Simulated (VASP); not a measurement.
These are PBE GGA, VASP's PBE PAW potentials (set 64) (plane waves; VASP) values and carry that method's errors.

A VASP calculation is set up with these files.

**INCAR**
```
SYSTEM=LiF
PREC=Accurate; ENCUT=600; LREAL=.FALSE.
LASPH=.TRUE.
EDIFF=1E-7; NELM=100; ALGO=Normal
ISMEAR=0; SIGMA=0.05
GGA=PE
ISIF=2
LWAVE=.FALSE.; LCHARG=.FALSE.
```

**POSCAR**
```
LiF
1
    0.0000000000     2.0277431141     2.0277431141
    2.0277431141     0.0000000000     2.0277431141
    2.0277431141     2.0277431141     0.0000000000
Li F
1 1
Direct
  0.0000000000   0.0000000000   0.0000000000
  0.5000000000   0.5000000000   0.5000000000
```

**KPOINTS**
```
Regular mesh
0
G
10 10 10
```

POTCAR, in this order: Li_sv F (PBE.64 set). Program: vasp_std.

What VASP printed:

OSZICAR:
```
       N       E                     dE             d eps       ncg     rms          rms(c)
DAV:   1     0.340798312542E+02    0.34080E+02   -0.61212E+03   878   0.125E+03
DAV:   2    -0.901916489221E+01   -0.43099E+02   -0.41486E+02   956   0.219E+02
DAV:   3    -0.101392812517E+02   -0.11201E+01   -0.11174E+01  1116   0.341E+01
DAV:   4    -0.101526737832E+02   -0.13393E-01   -0.13384E-01  1136   0.348E+00
DAV:   5    -0.101527530766E+02   -0.79293E-04   -0.79293E-04  1163   0.180E-01    0.454E+00
DAV:   6    -0.963222898602E+01    0.52052E+00   -0.28420E+00   874   0.131E+01    0.143E+00
DAV:   7    -0.963602417393E+01   -0.37952E-02   -0.18624E-02  1130   0.158E+00    0.865E-01
DAV:   8    -0.964274687478E+01   -0.67227E-02   -0.17024E-02  1177   0.175E+00    0.104E-01
DAV:   9    -0.964283436165E+01   -0.87487E-04   -0.81789E-04   938   0.323E-01    0.431E-02
DAV:  10    -0.964290718453E+01   -0.72823E-04   -0.16166E-04   943   0.122E-01    0.600E-03
DAV:  11    -0.964291008200E+01   -0.28975E-05   -0.19843E-06  1177   0.193E-02    0.184E-03
DAV:  12    -0.964290998569E+01    0.96315E-07   -0.52396E-07   943   0.861E-03
   1 F= -.96429100E+01 E0= -.96429100E+01  d E =-.275979E-32
```

OUTCAR:
```
------------------------ aborting loop because EDIFF is reached ----------------------------------------
  FORCE on cell =-STRESS in cart. coord.  units (eV):
  Direction    XX          YY          ZZ          XY          YZ          ZX
  --------------------------------------------------------------------------------------
  Total       -0.0149294     -0.0149294     -0.0149294      0.0000000      0.0000000      0.0000000
  in kB       -1.4344481     -1.4344481     -1.4344481      0.0000000      0.0000000      0.0000000
  external PRESSURE =      -1.4344481 kB  Pullay stress =       0.0000000 kB
  volume of cell :       16.68
      direct lattice vectors                 reciprocal lattice vectors
     0.000000000  2.027743114  2.027743114    -0.246579558  0.246579558  0.246579558
     2.027743114  0.000000000  2.027743114     0.246579558 -0.246579558  0.246579558
     2.027743114  2.027743114  0.000000000     0.246579558  0.246579558 -0.246579558
  FREE ENERGIE OF THE ION-ELECTRON SYSTEM (eV)
  ---------------------------------------------------
  free  energy   TOTEN  =        -9.6429099857 eV

  energy  without entropy=       -9.6429099857  energy(sigma->0) =       -9.64290999
```
(Selected blocks of OUTCAR.)

### OUTCAR
```
 val. band max:       -1.1436216120   @ k =   0.0000   0.0000   0.0000

 cond. band min:       7.7655742687   @ k =   0.0000   0.0000   0.0000


 Fermi energy:        -0.7362091155

 k-point     1 :       0.0000    0.0000    0.0000
  band No.  band energies     occupation
      1     -42.1064      2.00000
      2     -21.0626      2.00000
      3      -1.1436      2.00000
      4      -1.1436      2.00000
      5      -1.1436      2.00000
      6       7.7656      0.00000
      7      22.5553      0.00000
      8      22.5553      0.00000
      9      22.5556      0.00000

 k-point     2 :       0.1000    0.0000    0.0000
  band No.  band energies     occupation
      1     -42.1013      2.00000
      2     -21.0250      2.00000
      3      -1.4256      2.00000
      4      -1.1659      2.00000
      5      -1.1659      2.00000
      6       8.0575      0.00000
      7      19.9422      0.00000
      8      21.3406      0.00000
      9      21.3406      0.00000

 k-point     3 :       0.2000    0.0000    0.0000
  band No.  band energies     occupation
      1     -42.0881      2.00000
      2     -20.9245      2.00000
      3      -2.1000      2.00000
      4      -1.2232      2.00000
      5      -1.2232      2.00000
      6       8.7134      0.00000
      7      17.4914      0.00000
      8      19.8735      0.00000
      9      19.8735      0.00000

 k-point     4 :       0.3000    0.0000    0.0000
  band No.  band energies     occupation
      1     -42.0716      2.00000
      2     -20.7954      2.00000
      3      -2.8444      2.00000
      4      -1.2916      2.00000
      5      -1.2916      2.00000
      6       9.2863      0.00000
      7      15.9986      0.00000
      8      18.6507      0.00000
      9      18.6507      0.00000

 k-point     5 :       0.4000    0.0000    0.0000
  band No.  band energies     occupation
      1     -42.0582      2.00000
      2     -20.6865      2.00000
      3      -3.3976      2.00000
...
```

The compound is LiF in the rock salt structure. It was relaxed first.
